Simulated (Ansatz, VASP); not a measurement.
**Te (Tellurium) in two plane-wave programs**

Aim: how closely do two programs agree when they are given the same cell, functional and k mesh? The cell is taken from a series of runs on this material, whose earlier steps may have relaxed, scaled, displaced or heated it; both programs get it as it stands.

Method: plane waves, with VASP 6.6.1 beside it; zone-centre phonons at PBEsol, in Ansatz 0.2.0.

### 1. The structure

It takes space group P3_121 (No. 152, trigonal). The conventional cell has a = 4.316 Å, b = 4.316 Å, c = 5.957 Å, α = 90.00°, β = 90.00°, γ = 120.00°. Nearest to Te lie 2 Te at 2.91 Å.

Coordinates:

```
Te
1.0
     4.31639    0.00000    0.00000
    -2.15819    3.73810    0.00000
     0.00000    0.00000    5.95708
Te
3
Cartesian
  1.2253 0.0000 1.9857
  -0.6126 1.0611 3.9714
  1.5456 2.6770 0.0000
```

### 2. VASP: zone-centre phonons, PBEsol

Second derivatives magnify differences that forces hide, and they need a tight electronic threshold.

Lines of VASP's logs that name or quote its potential files are left out, and so is its time.

INCAR

```
SYSTEM = Te
PREC = Accurate
ENCUT = 500
EDIFF = 1E-08
NELM = 120
ISMEAR = 1
SIGMA = 0.2
LREAL = .FALSE.
ALGO = Normal
GGA = PS
NBANDS = 15
LORBIT = 11
LWAVE = .FALSE.
LCHARG = .FALSE.
ISIF = 2
IBRION = 8
LASPH = .TRUE.
GGA_COMPAT = .FALSE.
KPAR = 2
```

POSCAR

```
Te
1.0
    4.3163856104      0.0000000000      0.0000000000
   -2.1581928052      3.7380995912      0.0000000000
    0.0000000000      0.0000000000      5.9570752552
Te
3
Direct
    0.2838654112      0.0000000000      0.3333333333
    0.0000000000      0.2838654112      0.6666666667
    0.7161345888      0.7161345888      0.0000000000
```

KPOINTS

```
Automatic mesh
0
Gamma
15 15 8
0 0 0
```

Potentials, in the order of the species: Te (PBE family, release 64).

On the command line:

```console
$ mpirun -np 2 vasp_std
```

Numbers of over 12 decimals in the logs are rounded to 6 here.

The log of the run:

```text
[banner, memory and clock lines left out]
running    2 mpi-ranks, on    1 nodes
 distrk:  each k-point on    1 cores,    2 groups
 distr:  one band on    1 cores,    1 groups

 POSCAR found type information on POSCAR Te
 POSCAR found :  1 types and       3 ions
|                                                                             |
|               ----> ADVICE to this user running VASP <----                  |
|                                                                             |
|     You enforced a specific xc type in the INCAR file but a different       |
|     [... a line on the potential file left out ...]
|     I HOPE YOU KNOW WHAT YOU ARE DOING!                                     |
|                                                                             |

 LDA part: xc-table for (Slater+PW92), standard interpolation
 POSCAR, INCAR and KPOINTS ok, starting setup
 FFT: planning ... GRIDC
 FFT: planning ... GRID_SOFT
 FFT: planning ... GRID
 WAVECAR not read
 entering main loop
       N       E                     dE             d eps       ncg     rms          rms(c)
DAV:   1     0.715946076498E+02    0.71595E+02   -0.64604E+03  5760   0.936E+02
DAV:   2    -0.589859594820E+01   -0.77493E+02   -0.73849E+02  7757   0.141E+02
DAV:   3    -0.105248131310E+02   -0.46262E+01   -0.46013E+01  6845   0.387E+01
DAV:   4    -0.106030072644E+02   -0.78194E-01   -0.78180E-01  8345   0.592E+00
DAV:   5    -0.106042891544E+02   -0.12819E-02   -0.12819E-02  7329   0.672E-01    0.136E+01
DAV:   6    -0.105870787322E+02    0.17210E-01   -0.12129E-02  7370   0.665E-01    0.845E+00
DAV:   7    -0.105812467437E+02    0.58320E-02   -0.25275E-02  6621   0.949E-01    0.249E-01
DAV:   8    -0.105808474340E+02    0.39931E-03   -0.43165E-03  6586   0.377E-01    0.117E-01
DAV:   9    -0.105808613898E+02   -0.13956E-04   -0.11633E-04  8231   0.740E-02    0.795E-02
DAV:  10    -0.105808627854E+02   -0.13957E-05   -0.11762E-05  7327   0.223E-02    0.917E-03
DAV:  11    -0.105808611012E+02    0.16842E-05   -0.42388E-06  7041   0.124E-02    0.347E-03
DAV:  12    -0.105808612076E+02   -0.10644E-06   -0.37224E-07  7832   0.367E-03    0.169E-03
DAV:  13    -0.105808611967E+02    0.10955E-07   -0.46029E-08  7013   0.137E-03    0.755E-04
DAV:  14    -0.105808612038E+02   -0.70761E-08   -0.37875E-09  4637   0.371E-04
   1 F= -.10580861E+02 E0= -.10581798E+02  d E =0.280974E-02
 Linear response reoptimize wavefunctions to high precision
DAV:   1    -0.105808612076E+02   -0.38400E-08   -0.18856E-09  6016   0.253E-04
DAV:   2    -0.105808612076E+02   -0.24215E-10   -0.27081E-10  3615   0.103E-04
 Linear response DOF=           3
 Linear response progress:
  Degree of freedom:   1/  3
       N       E                     dE             d eps       ncg     rms          rms(c)
RMM:   1    -0.460185191033E-01   -0.46019E-01    0.37662E-02 33243   0.104E+00
RMM:   2    -0.445943441473E-01    0.14242E-02   -0.23347E-03 22920   0.276E-01    0.960E-02
RMM:   3    -0.445268555140E-01    0.67489E-04   -0.83068E-05 24293   0.577E-02    0.667E-02
RMM:   4    -0.444625753651E-01    0.64280E-04   -0.21199E-05 24768   0.242E-02    0.147E-02
RMM:   5    -0.444655334947E-01   -0.29581E-05   -0.61624E-07 25090   0.546E-03    0.728E-03
RMM:   6    -0.444733759386E-01   -0.78424E-05   -0.26152E-07 24778   0.245E-03    0.149E-03
RMM:   7    -0.444725724096E-01    0.80353E-06    0.10238E-07 25334   0.657E-04    0.465E-04
RMM:   8    -0.444716409438E-01    0.93147E-06    0.18391E-07 25084   0.224E-04    0.128E-04
RMM:   9    -0.444717296246E-01   -0.88681E-07   -0.14199E-07 26165   0.550E-05    0.665E-05
RMM:  10    -0.444717224620E-01    0.71626E-08   -0.15070E-08 25365   0.221E-05    0.206E-05
 first order change of Fermi-energy   0.36717E+00
 force on displaced ion       1 direction 1 :  -2.663   0.000   0.000
 Linear response progress:
  Degree of freedom:   2/  3
       N       E                     dE             d eps       ncg     rms          rms(c)
RMM:   1    -0.470324789562E-01   -0.47032E-01    0.32760E-02 61782   0.104E+00
RMM:   2    -0.458128291495E-01    0.12196E-02   -0.23828E-03 42501   0.274E-01    0.742E-02
RMM:   3    -0.456821711871E-01    0.13066E-03   -0.10261E-04 44818   0.604E-02    0.494E-02
RMM:   4    -0.455991800687E-01    0.82991E-04   -0.33102E-05 45369   0.274E-02    0.144E-02
RMM:   5    -0.456058859571E-01   -0.67059E-05   -0.13185E-06 46182   0.680E-03    0.743E-03
RMM:   6    -0.456183921790E-01   -0.12506E-04   -0.26000E-07 46242   0.230E-03    0.104E-03
RMM:   7    -0.456181383044E-01    0.25387E-06    0.11285E-07 47373   0.475E-04    0.580E-04
RMM:   8    -0.456177005926E-01    0.43771E-06    0.51325E-08 46958   0.184E-04    0.100E-04
RMM:   9    -0.456177831404E-01   -0.82548E-07   -0.11903E-07 48483   0.448E-05    0.193E-05
RMM:  10    -0.456177652799E-01    0.17861E-07   -0.32210E-08 47607   0.164E-05    0.598E-06
RMM:  11    -0.456177776279E-01   -0.12348E-07   -0.29757E-08 48887   0.581E-06    0.260E-06
RMM:  12    -0.456177779762E-01   -0.34828E-09    0.52702E-09 38219   0.296E-06    0.440E-07
 first order change of Fermi-energy   0.86793E-04
 force on displaced ion       1 direction 2 :  -0.000  -2.354  -0.451
 Linear response progress:
  Degree of freedom:   3/  3
       N       E                     dE             d eps       ncg     rms          rms(c)
RMM:   1    -0.575119694636E-01   -0.57512E-01    0.46294E-02 65297   0.107E+00
RMM:   2    -0.547851245469E-01    0.27268E-02   -0.29686E-03 42791   0.301E-01    0.246E-01
RMM:   3    -0.545299044925E-01    0.25522E-03   -0.49359E-04 44604   0.936E-02    0.172E-01
RMM:   4    -0.544932410732E-01    0.36663E-04   -0.16737E-05 45336   0.238E-02    0.849E-02
RMM:   5    -0.544859183545E-01    0.73227E-05   -0.69055E-06 46101   0.140E-02    0.412E-03
RMM:   6    -0.544884609886E-01   -0.25426E-05   -0.17920E-07 46421   0.296E-03    0.269E-03
RMM:   7    -0.544909692853E-01   -0.25083E-05   -0.73114E-08 46093   0.122E-03    0.575E-04
RMM:   8    -0.544909909584E-01   -0.21673E-07    0.31193E-08 47615   0.313E-04    0.270E-04
RMM:   9    -0.544911984598E-01   -0.20750E-06   -0.12445E-07 45967   0.142E-04    0.478E-05
RMM:  10    -0.544913088643E-01   -0.11040E-06   -0.14692E-07 48879   0.399E-05    0.117E-05
RMM:  11    -0.544913249292E-01   -0.16065E-07   -0.12759E-08 48322   0.119E-05    0.426E-06
RMM:  12    -0.544913207767E-01    0.41525E-08   -0.21637E-09 46433   0.429E-06    0.128E-06
 first order change of Fermi-energy   0.17938E-04
 force on displaced ion       1 direction 3 :  -0.001  -0.453  -4.895
 Linear response finished
```

OUTCAR, selected parts (step 2):

```text
ion  position               nearest neighbor table
   1  0.284  0.000  0.333-   3 2.91   2 2.91   3 3.35   3 3.35   2 3.35   2 3.35
   2  0.000  0.284  0.667-   3 2.91   1 2.91   3 3.35   3 3.35   1 3.35   1 3.35
   3  0.716  0.716  0.000-   1 2.91   2 2.91   1 3.35   2 3.35   2 3.35   1 3.35

  LATTYP: Found a hexagonal cell.
 ALAT       =     4.3163856104
 C/A-ratio  =     1.3801072918

 Subroutine GETGRP returns: Found  6 space group operations
 (whereof  2 operations were pure point group operations)

The static configuration has the point symmetry C_2 .
 The point group associated with its full space group is D_3 .

 Found    192 irreducible k-points:

   k-points           NKPTS =    192   k-points in BZ     NKDIM =    192   number of bands    NBANDS=     15

   dimension x,y,z NGX =    32 NGY =   32 NGZ =   48
   dimension x,y,z NGXF=    64 NGYF=   64 NGZF=   96

   ENCUT  =  500.0 eV  36.75 Ry    6.06 a.u.   7.87  7.87 10.86*2*pi/ulx,y,z

   NELECT =      18.0000    total number of electrons

 k-points in reciprocal lattice and weights: Automatic mesh
   0.00000000  0.00000000  0.00000000       0.001
   0.06666667  0.00000000  0.00000000       0.003
   0.13333333 -0.00000000  0.00000000       0.003
   0.20000000  0.00000000  0.00000000       0.003
   0.26666667 -0.00000000  0.00000000       0.003
   0.33333333 -0.00000000  0.00000000       0.003
   0.40000000 -0.00000000  0.00000000       0.003
   0.46666667 -0.00000000  0.00000000       0.003
   0.06666667  0.06666667  0.00000000       0.003
[...]
0.33333333  0.26666667  0.50000000       0.007
   0.33333333  0.33333333  0.50000000       0.001

 average (electrostatic) potential at core
       1 -88.2575       2 -88.2575       3 -88.2575

  Total        0.0328401      0.0328401      0.0568837     -0.0000000      0.0000000      0.0000000
  in kB        0.5474076      0.5474076      0.9481873     -0.0000000      0.0000000      0.0000000
  external PRESSURE =       0.6810009 kB  Pullay stress =       0.0000000 kB

  energy-cutoff  :      500.00
  volume of cell :       96.12
      direct lattice vectors                 reciprocal lattice vectors
     4.316385610  0.000000000  0.000000000     0.231675316  0.133757806  0.000000000
    -2.158192805  3.738099591  0.000000000     0.000000000  0.267515612  0.000000000
     0.000000000  0.000000000  5.957075255     0.000000000  0.000000000  0.167867612

 POSITION                                       TOTAL-FORCE (eV/Angst)
 -----------------------------------------------------------------------------------
      1.22527      0.00000      1.98569         0.018973      0.000000     -0.000000
     -0.61264      1.06112      3.97138        -0.009487      0.016432      0.000000
      1.54556      2.67698      0.00000        -0.009487     -0.016432      0.000000
 -----------------------------------------------------------------------------------
    total drift:                                0.000000     -0.000000      0.000000

 Eigenvectors and eigenvalues of the dynamical matrix
 ----------------------------------------------------

   1 f  =    3.805384 THz    23.909935 2PiTHz  126.933960 cm-1    15.737798 meV
             X         Y         Z           dx          dy          dz
      1.225273  0.000000  1.985692    -0.064385    0.110238    0.687665
     -0.612636  1.061117  3.971384     0.127661    0.000596   -0.691519
      1.545557  2.676982  0.000000    -0.063315   -0.110900    0.003854

   2 f  =    3.805384 THz    23.909935 2PiTHz  126.933960 cm-1    15.737798 meV
             X         Y         Z           dx          dy          dz
      1.225273  0.000000  1.985692    -0.110282   -0.064359   -0.401474
     -0.612636  1.061117  3.971384    -0.000640    0.127687   -0.394799
      1.545557  2.676982  0.000000     0.110856   -0.063289    0.796272

   3 f  =    2.986250 THz    18.763160 2PiTHz   99.610565 cm-1    12.350130 meV
             X         Y         Z           dx          dy          dz
      1.225273  0.000000  1.985692    -0.577350   -0.000000    0.000000
     -0.612636  1.061117  3.971384     0.288675   -0.500000   -0.000000
      1.545557  2.676982  0.000000     0.288675    0.500000    0.000000

   4 f  =    2.673894 THz    16.800573 2PiTHz   89.191512 cm-1    11.058333 meV
             X         Y         Z           dx          dy          dz
      1.225273  0.000000  1.985692    -0.000000    0.577350   -0.000090
     -0.612636  1.061117  3.971384    -0.500000   -0.288675   -0.000090
      1.545557  2.676982  0.000000     0.500000   -0.288675   -0.000090

   5 f  =    2.441861 THz    15.342667 2PiTHz   81.451725 cm-1    10.098722 meV
             X         Y         Z           dx          dy          dz
      1.225273  0.000000  1.985692    -0.327569    0.457907   -0.146878
     -0.612636  1.061117  3.971384     0.560319    0.054483    0.164387
      1.545557  2.676982  0.000000    -0.233000   -0.512739   -0.017509

   6 f  =    2.441861 THz    15.342667 2PiTHz   81.451725 cm-1    10.098722 meV
             X         Y         Z           dx          dy          dz
      1.225273  0.000000  1.985692    -0.458140   -0.327402    0.105018
     -0.612636  1.061117  3.971384    -0.054716    0.560486    0.074692
      1.545557  2.676982  0.000000     0.512506   -0.232834   -0.179709

   7 f/i=    0.000418 THz     0.002627 2PiTHz    0.013947 cm-1     0.001729 meV
             X         Y         Z           dx          dy          dz
      1.225273  0.000000  1.985692     0.000000   -0.000090   -0.577350
     -0.612636  1.061117  3.971384     0.000078    0.000045   -0.577350
      1.545557  2.676982  0.000000    -0.000078    0.000045   -0.577350

   8 f/i=    0.000630 THz     0.003957 2PiTHz    0.021006 cm-1     0.002604 meV
             X         Y         Z           dx          dy          dz
      1.225273  0.000000  1.985692    -0.517799    0.255177   -0.000004
     -0.612636  1.061117  3.971384    -0.517939    0.254968   -0.000005
      1.545557  2.676982  0.000000    -0.518050    0.255194    0.000009

   9 f/i=    0.000630 THz     0.003957 2PiTHz    0.021006 cm-1     0.002604 meV
             X         Y         Z           dx          dy          dz
      1.225273  0.000000  1.985692     0.255049    0.518060   -0.000008
     -0.612636  1.061117  3.971384     0.255258    0.517920    0.000008
      1.545557  2.676982  0.000000     0.255032    0.517808    0.000001

 ELASTIC MODULI CONTR FROM IONIC RELAXATION (kBar)
 Direction    XX          YY          ZZ          XY          YZ          ZX
 --------------------------------------------------------------------------------
 XX        -207.2834    -68.5398   -170.0875      0.0000   -103.9498      0.0000
 YY         -68.5398   -207.2834   -170.0875     -0.0000    103.9498     -0.0000
 ZZ        -170.0875   -170.0875   -209.7704     -0.0000     -0.0000     -0.0000
 XY           0.0000     -0.0000     -0.0000    -69.6282      0.0000   -100.9081
 YZ        -103.9498    103.9498      0.0000      0.0000   -170.3754      0.0000
 ZX           0.0000     -0.0000     -0.0000   -100.9081      0.0000   -162.2634
 --------------------------------------------------------------------------------
```

(Continued in part 2 of 2.)

[Lines on the potential files, build, host, timing and source positions are cut from VASP's logs without a mark.]

[Logs are printed without paths, hosts, clocks, repeated set-up lines and the standing remarks that a program may print on its own settings, such as how far it seeks lower states.]

[Hosts, paths, dates, database ids (printed as entryN), source tags and the programs' standing remarks are cut or masked in the printed files.]
